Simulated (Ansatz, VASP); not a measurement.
# Cross-check of Ni (zigzag Ni chain) between VASP and Ansatz, part 2 of 2

Wanted: the spread between two codes on one cell, functional and k mesh. The cell is taken from a series of runs on this material, whose earlier steps may have relaxed, scaled, displaced or heated it; both programs get it as it stands.

VASP 6.6.1 and Ansatz 0.2.0.

So far: The starting structure; Ansatz: relaxation of the atoms, PBE, pair 1; VASP: relaxation of the atoms, PBE, pair 1.

## 4. Differences

Known differences besides the potentials themselves: VASP starts from the moments at which Ansatz ended; the data sets hold 36 valence electrons in Ansatz (on its default PAW (the set named soft_2) files) and 20 in VASP; the cutoff is 420 eV in Ansatz and 520 eV in VASP; site moments are counted in spheres of each program's own size. Total energies have different zeros and are not compared.

Both answers:

```
                                         quantity  Ansatz    VASP  difference
                                      volume (Å³)  149.53  149.53     +0.00 %
edge a after relaxation, in the typed setting (Å)   9.000   9.000     +0.00 %
edge b after relaxation, in the typed setting (Å)   7.500   7.500     +0.00 %
edge c after relaxation, in the typed setting (Å)   2.215   2.215     +0.00 %
                                total moment (μB)    1.83    1.80       +0.04
                               moment on Ni1 (μB)    0.91    0.89       +0.02
                               moment on Ni2 (μB)    0.91    0.89       +0.02
```

## 5. Ansatz: relaxation of the atoms, PBE, pair 2

A relaxation sums small force errors into a geometry. Its start cell is another than that of the pair before, and may be another structure of the material.

The cell is taken from a series of runs on this material, whose earlier steps may have relaxed, scaled, displaced or heated it; both programs get it as it stands.

Contents of input.yaml:

```yaml
crystal:
  lattice:
    - [9.0, 0.0, 0.0]
    - [0.0, 7.5, 0.0]
    - [0.0, 0.0, 2.3998247636]
  atoms:
    - { symbol: Ni, position: [0.389108032, 0.5, 0.0], spin: 0.95 }
    - { symbol: Ni, position: [0.610891968, 0.5, 0.5], spin: 0.95 }
magnetization:
  spin_polarized: true
kpoints:
  mp_grid: { grid: [1, 1, 34] }
scf:
  occupations: { method: fermi_dirac, width: 0.05 }
hamiltonian:
  xc: pbe
relax:
  max_steps: 40
```

Run with:

```sh
$ ansatz run input.yaml --threads 4 --pin off --max-ram 8192MiB --backend cpu --events-out ev --progress --plain --runs-dir out
```

Numbers of over 12 decimals in the logs are rounded to 6 here.

The program printed:

```text
[...]
Crystal: 2 atoms, lattice volume = 161.988 Å³
Basis set: ecut = 420 eV, 3103 PW (Γ), exchange–correlation on 128×108×36 points (8 copies of the dense FFT grid, shifted against one another)
Bands: 23, of which v1, the nominal top of the filled ones, is band 18 counted from 1 (17 counted from 0)
Symmetry: 8 space group operations
[...]
k-points: 18 of 34
[...]
--- Forces (eV/Å), atoms counted from 1 ---
  atom   1  Ni     0.00825754     0.00000000     0.00000000
  atom   2  Ni    -0.00825754     0.00000000     0.00000000
  max |Σ_I F_I| component: 1.73e-18 eV/Å
--- Relaxed structure (4 steps of the walk, 4 accepted, 0 SCFs on fresh bases) ---
  F+E_penalty+E_count = -11675.36501988 eV   max|allowed force component| = 8.258e-3 eV/Å
  atoms:
    - { symbol: Ni, position: [0.391596, 0.5, 0.0] }
    - { symbol: Ni, position: [0.608404, 0.5, 0.5] }
[key lines of the parts left out:]
SCF converged after 6 iterations
Magnetization: 1.9110 μB (18.9555 up, 17.0445 down)
Free energy (F): -11675.365020 eV
Fermi energy:    -1.424442 eV
```

## 6. VASP: relaxation of the atoms, PBE, pair 2

The same cell, functional, mesh and smearing now go to VASP, with its own data sets.

Contents of INCAR:

```
SYSTEM = Ni
PREC = Accurate
ENCUT = 520
EDIFF = 1E-07
NELM = 200
ISMEAR = -1
SIGMA = 0.05
LREAL = .FALSE.
ALGO = Normal
GGA = PE
NBANDS = 19
ISPIN = 2
MAGMOM = 0.93 0.93
LASPH = .TRUE.
LMAXMIX = 4
LORBIT = 11
LWAVE = .FALSE.
LCHARG = .FALSE.
ISIF = 2
IBRION = 2
NSW = 80
EDIFFG = -0.01
GGA_COMPAT = .FALSE.
NELMIN = 4
KPAR = 2
```

Contents of POSCAR:

```
Ni
1.0
    9.0000000000      0.0000000000      0.0000000000
    0.0000000000      7.5000000000      0.0000000000
    0.0000000000      0.0000000000      2.3998247636
Ni
2
Direct
    0.3891080000      0.5000000000      1.0000000000
    0.6108920000      0.5000000000      0.5000000000
```

Contents of KPOINTS:

```
Automatic mesh
0
Gamma
1 1 34
0 0 0
```

Potentials, in the order of the species: Ni (PBE family, release 64).

Run with:

```sh
$ mpirun -np 2 vasp_std
```

The program printed:

```text
[... set-up lines as in an earlier step ...]
 entering main loop
       N       E                     dE             d eps       ncg     rms          rms(c)
DAV:   1     0.975058915090E+02    0.97506E+02   -0.71601E+03  1368   0.828E+02
DAV:   2    -0.439015159097E+01   -0.10190E+03   -0.93562E+02  1404   0.190E+02
DAV:   3    -0.780205118658E+01   -0.34119E+01   -0.33619E+01  1677   0.453E+01
DAV:   4    -0.783859294768E+01   -0.36542E-01   -0.36530E-01  1658   0.544E+00
[...]
DAV:  21    -0.689968933613E+01   -0.20550E-05   -0.86300E-07  1445   0.749E-03    0.150E-03
DAV:  22    -0.689968971907E+01   -0.38294E-06   -0.18835E-07  1352   0.390E-03    0.727E-04
DAV:  23    -0.689968974548E+01   -0.26411E-07   -0.63386E-08  1249   0.222E-03
   1 F= -.68996897E+01 E0= -.68765303E+01  d E =-.689969E+01  mag=     1.8942
[...]
N       E                     dE             d eps       ncg     rms          rms(c)
DAV:   1    -0.690315228890E+01   -0.34626E-02   -0.20362E+00  1389   0.850E+00    0.418E-01
[...]
DAV:   9    -0.690616765651E+01    0.77917E-07   -0.17878E-07  1286   0.597E-03
   2 F= -.69061677E+01 E0= -.68833738E+01  d E =-.647791E-02  mag=     1.8928
 trial-energy change:   -0.006478  1 .order   -0.006386   -0.009409   -0.003363
 step:   1.4894(harm=  1.5562)  dis= 0.02244  next Energy=    -6.907001 (dE=-0.731E-02)
[...]
N       E                     dE             d eps       ncg     rms          rms(c)
DAV:   1    -0.690630112444E+01   -0.13339E-03   -0.48707E-01  1392   0.415E+00    0.205E-01
DAV:   2    -0.690704861488E+01   -0.74749E-03   -0.48886E-03  1512   0.675E-01    0.119E-01
DAV:   3    -0.690704355792E+01    0.50570E-05   -0.21453E-04  1368   0.146E-01    0.552E-02
DAV:   4    -0.690704586647E+01   -0.23086E-05   -0.69783E-05  1439   0.976E-02    0.420E-02
DAV:   5    -0.690703834365E+01    0.75228E-05   -0.51986E-05  1430   0.834E-02    0.148E-02
DAV:   6    -0.690703804968E+01    0.29397E-06   -0.65996E-06  1474   0.358E-02    0.690E-03
DAV:   7    -0.690703825193E+01   -0.20225E-06   -0.13077E-06  1453   0.132E-02    0.309E-03
DAV:   8    -0.690703816006E+01    0.91872E-07   -0.16988E-07  1305   0.707E-03
   3 F= -.69070382E+01 E0= -.68844029E+01  d E =-.734841E-02  mag=     1.8925
[...]
reached required accuracy - stopping structural energy minimisation
```

Parts of OUTCAR (step 6):

```text
  Total        0.0321226     -0.1222296     -1.5148430      0.0000000      0.0000000      0.0000000
  in kB        0.3177154     -1.2089372    -14.9828659      0.0000000      0.0000000      0.0000000
  external PRESSURE =      -5.2913626 kB  Pullay stress =       0.0000000 kB

 POSITION                                       TOTAL-FORCE (eV/Angst)
 -----------------------------------------------------------------------------------
      3.52441      3.75000      0.00000         0.003822      0.000000      0.000000
      5.47559      3.75000      1.19991        -0.003822      0.000000      0.000000
 -----------------------------------------------------------------------------------
    total drift:                                0.000000      0.000000     -0.000000

  FREE ENERGIE OF THE ION-ELECTRON SYSTEM (eV)
  ---------------------------------------------------
  free  energy   TOTEN  =        -6.9070381601 eV

  energy  without entropy=       -6.8617675544  energy(sigma->0) =       -6.88440286

 magnetization (x)
# of ion       s       p       d       tot
------------------------------------------
    1        0.009  -0.006   0.912   0.916
    2        0.009  -0.006   0.912   0.916
--------------------------------------------------
tot          0.019  -0.012   1.825   1.832

[... 1 part as in an earlier step ...]

[... 3 further parts left out ...]
[key lines of the parts left out:]
E-fermi :  -2.5907
```

## 7. Side by side

What differs besides the data sets and the points named for the pairs above, as far as they apply: the data sets hold 36 valence electrons in Ansatz (on its default PAW (the set named soft_2) files) and 20 in VASP. Total energies have different zeros and are not compared.

Compared:

```
                                         quantity  Ansatz    VASP  difference
                                      volume (Å³)  161.99  161.99     +0.00 %
edge a after relaxation, in the typed setting (Å)   9.000   9.000     +0.00 %
edge b after relaxation, in the typed setting (Å)   7.500   7.500     +0.00 %
edge c after relaxation, in the typed setting (Å)   2.400   2.400     +0.00 %
                                total moment (μB)    1.91    1.89       +0.02
                               moment on Ni1 (μB)    0.93    0.92       +0.01
                               moment on Ni2 (μB)    0.93    0.92       +0.01
```

## 8. Ansatz: relaxation of the atoms, PBE, pair 3

A relaxation sums small force errors into a geometry. Its start cell is another than that of the pair before, and may be another structure of the material.

The cell is taken from a series of runs on this material, whose earlier steps may have relaxed, scaled, displaced or heated it; both programs get it as it stands.

input.yaml, the sections that differ from step 5:

```yaml
crystal:
  lattice:
    - [9.0, 0.0, 0.0]
    - [0.0, 7.5, 0.0]
    - [0.0, 0.0, 2.9997809545]
  atoms:
    - { symbol: Ni, position: [0.389108032, 0.5, 0.0], spin: 0.95 }
    - { symbol: Ni, position: [0.610891968, 0.5, 0.5], spin: 0.95 }
kpoints:
  mp_grid: { grid: [1, 1, 27] }
# magnetization, scf, hamiltonian, relax: as in step 5
```

Run with:

```sh
$ ansatz run input.yaml --threads 4 --pin off --max-ram 8192MiB --backend cpu --events-out ev --progress --plain --runs-dir out
```

The program printed:

```text
[...]
Crystal: 2 atoms, lattice volume = 202.485 Å³
Basis set: ecut = 420 eV, 3913 PW (Γ), exchange–correlation on 128×108×48 points (8 copies of the dense FFT grid, shifted against one another)
Bands: 23, of which v1, the nominal top of the filled ones, is band 18 counted from 1 (17 counted from 0)
Symmetry: 8 space group operations
[...]
k-points: 14 of 27
[...]
--- Forces (eV/Å), atoms counted from 1 ---
  atom   1  Ni     0.00403604     0.00000000     0.00000000
  atom   2  Ni    -0.00403604     0.00000000     0.00000000
  max |Σ_I F_I| component: 0.00e0 eV/Å
--- Relaxed structure (5 steps of the walk, 5 accepted, 0 SCFs on fresh bases) ---
  F+E_penalty+E_count = -11674.66351283 eV   max|allowed force component| = 4.036e-3 eV/Å
  atoms:
    - { symbol: Ni, position: [0.409578, 0.5, 0.0] }
    - { symbol: Ni, position: [0.590422, 0.5, 0.5] }
[key lines of the parts left out:]
SCF converged after 5 iterations
Magnetization: 1.8331 μB (18.9165 up, 17.0835 down)
Free energy (F): -11674.663513 eV
Fermi energy:    -1.499950 eV
```

## 9. VASP: relaxation of the atoms, PBE, pair 3

The same cell, functional, mesh and smearing now go to VASP, with its own data sets.

INCAR, as its differences from that of step 6:

```diff
@@ -12,3 +12,3 @@
 ISPIN = 2
-MAGMOM = 0.93 0.93
+MAGMOM = 0.89 0.89
 LASPH = .TRUE.
```

POSCAR, as its differences from that of step 6:

```diff
@@ -4,3 +4,3 @@
     0.0000000000      7.5000000000      0.0000000000
-    0.0000000000      0.0000000000      2.3998247636
+    0.0000000000      0.0000000000      2.9997809545
 Ni
```

Contents of KPOINTS:

```
Automatic mesh
0
Gamma
1 1 27
0 0 0
```

Run with:

```sh
$ mpirun -np 2 vasp_std
```

The program printed:

```text
[... set-up lines as in an earlier step ...]
 entering main loop
       N       E                     dE             d eps       ncg     rms          rms(c)
DAV:   1     0.905622115752E+02    0.90562E+02   -0.66694E+03  1064   0.792E+02
DAV:   2    -0.360982878362E+01   -0.94172E+02   -0.85162E+02  1088   0.182E+02
DAV:   3    -0.652193645166E+01   -0.29121E+01   -0.28693E+01  1263   0.403E+01
DAV:   4    -0.655153400740E+01   -0.29598E-01   -0.29587E-01  1290   0.482E+00
[...]
DAV:  21    -0.586406086869E+01   -0.15292E-04   -0.35519E-06  1142   0.185E-02    0.194E-03
DAV:  22    -0.586406456922E+01   -0.37005E-05   -0.23596E-06  1130   0.140E-02    0.237E-03
DAV:  23    -0.586406449259E+01    0.76635E-07   -0.40589E-07  1093   0.714E-03
   1 F= -.58640645E+01 E0= -.58255088E+01  d E =-.586406E+01  mag=     1.9396
[... from here on, the cycles between the ionic steps are left out ...]
   2 F= -.60848648E+01 E0= -.60489279E+01  d E =-.220800E+00  mag=     1.9062
   4 F= -.62246900E+01 E0= -.61925521E+01  d E =-.360625E+00  mag=     1.7989
   5 F= -.62246904E+01 E0= -.61925527E+01  d E =-.449916E-06  mag=     1.7989
   6 F= -.62246917E+01 E0= -.61925546E+01  d E =-.168331E-05  mag=     1.7989
   7 F= -.62246917E+01 E0= -.61925549E+01  d E =-.146547E-07  mag=     1.7989
   8 F= -.62246917E+01 E0= -.61925550E+01  d E =-.374584E-07  mag=     1.7989
   9 F= -.62246917E+01 E0= -.61925551E+01  d E =-.825867E-07  mag=     1.7989
  10 F= -.62246918E+01 E0= -.61925552E+01  d E =-.172894E-06  mag=     1.7989
  11 F= -.62246920E+01 E0= -.61925555E+01  d E =-.353330E-06  mag=     1.7989
  12 F= -.62246924E+01 E0= -.61925561E+01  d E =-.712907E-06  mag=     1.7989
  13 F= -.62246931E+01 E0= -.61925572E+01  d E =-.141965E-05  mag=     1.7989
  14 F= -.62246945E+01 E0= -.61925596E+01  d E =-.280292E-05  mag=     1.7988
  15 F= -.62246971E+01 E0= -.61925647E+01  d E =-.543276E-05  mag=     1.7987
  16 F= -.62247017E+01 E0= -.61925743E+01  d E =-.100645E-04  mag=     1.7986
  17 F= -.62247087E+01 E0= -.61925885E+01  d E =-.170176E-04  mag=     1.7983
[...]
reached required accuracy - stopping structural energy minimisation
```

From OUTCAR (step 9):

```text
  Total       -0.0893914     -0.1499561     -2.4798652      0.0000000      0.0000000      0.0000000
  in kB       -0.7073150     -1.1865376    -19.6220933      0.0000000      0.0000000      0.0000000
  external PRESSURE =      -7.1719820 kB  Pullay stress =       0.0000000 kB

 POSITION                                       TOTAL-FORCE (eV/Angst)
 -----------------------------------------------------------------------------------
      3.68625      3.75000      0.00000         0.007277      0.000000      0.000000
      5.31375      3.75000      1.49989        -0.007277      0.000000      0.000000
 -----------------------------------------------------------------------------------
    total drift:                                0.000000     -0.000000      0.000000

  FREE ENERGIE OF THE ION-ELECTRON SYSTEM (eV)
  ---------------------------------------------------
  free  energy   TOTEN  =        -6.2247086713 eV

  energy  without entropy=       -6.1604683030  energy(sigma->0) =       -6.19258849

 magnetization (x)
# of ion       s       p       d       tot
------------------------------------------
    1       -0.001  -0.002   0.887   0.884
    2       -0.001  -0.002   0.887   0.884
--------------------------------------------------
tot         -0.001  -0.004   1.773   1.768

[... 1 part as in an earlier step ...]

[... 3 further parts left out ...]
[key lines of the parts left out:]
E-fermi :  -2.4249
```

## 10. Side by side

What differs besides the data sets and the points named for the pairs above, as far as they apply: the data sets hold 36 valence electrons in Ansatz (on its default PAW (the set named soft_2) files) and 20 in VASP. Total energies have different zeros and are not compared.

Compared:

```csv
quantity,Ansatz,VASP,difference
volume (Å³),202.49,202.49,+0.00 %
"edge a after relaxation, in the typed setting (Å)",9.000,9.000,+0.00 %
"edge b after relaxation, in the typed setting (Å)",7.500,7.500,+0.00 %
"edge c after relaxation, in the typed setting (Å)",3.000,3.000,+0.00 %
total moment (μB),1.83,1.80,+0.03
moment on Ni1 (μB),0.89,0.88,+0.01
moment on Ni2 (μB),0.89,0.88,+0.01
```

## 11. Results

* difference in total moment (relaxation of the atoms, PBE, pair 1): 0.037 μB
* difference in total moment (relaxation of the atoms, PBE, pair 2): 0.018 μB
* difference in total moment (relaxation of the atoms, PBE, pair 3): 0.035 μB

What this shows: The difference in total moment is 0.037 μB (relaxation of the atoms, PBE, pair 1). The data sets hold unlike numbers of valence electrons (36 in Ansatz and 20 in VASP), so part of the differences comes from the potentials. 5 further runs of this series are not shown here. Such differences can come from data sets, numerical settings and the points named under the comparisons, not from the functional's error against experiment.

[Lines on the potential files, build, host, timing and source positions are cut from VASP's logs without a mark.]

[Logs are printed without paths, hosts, clocks, repeated set-up lines and the standing remarks that a program may print on its own settings, such as how far it seeks lower states.]

[Hosts, paths, dates, database ids (printed as entryN), source tags and the programs' standing remarks are cut or masked in the printed files.]
